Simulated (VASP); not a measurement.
Given:

```yaml
crystal:
  lattice:
    - [1.72375, -2.98563, 0.00000]
    - [1.72375, 2.98563, 0.00000]
    - [0.00000, 0.00000, 7.23109]
  atoms:
    - { symbol: Ti, position: [0.00000, 0.00000, 0.00000] }
    - { symbol: S, position: [0.33333, 0.66667, 0.19599] }
    - { symbol: S, position: [0.66667, 0.33333, 0.80401] }
```

Method: revPBE GGA, VASP's PBE PAW potentials (set 64) (plane waves; VASP). Settings: 520 eV cut-off, 8×8×4 Γ-centred mesh, tetrahedra with Blöchl corrections, potentials Ti_sv S.

The cores are frozen, which limits the accuracy of field gradients. Without a dispersion term in the relaxation, distances and binding between the weakly bound layers, chains or molecules are unreliable, and so is what depends on them.

### Question
Give the principal components of the electric field gradient (V/Å²) and the asymmetry η at each nucleus.

### Answer

| atom | Vxx | Vyy | Vzz | η |
|---|---|---|---|---|
| Ti1 | 8.1 | 8.1 | -16.1 | 0.00 |
| S2 | 8.8 | 8.8 | -17.7 | 0.00 |
| S3 | 8.8 | 8.8 | -17.7 | 0.00 |

The compound is TiS2 in the 1T layered structure. It was relaxed first, which changed the volume by +30 %.
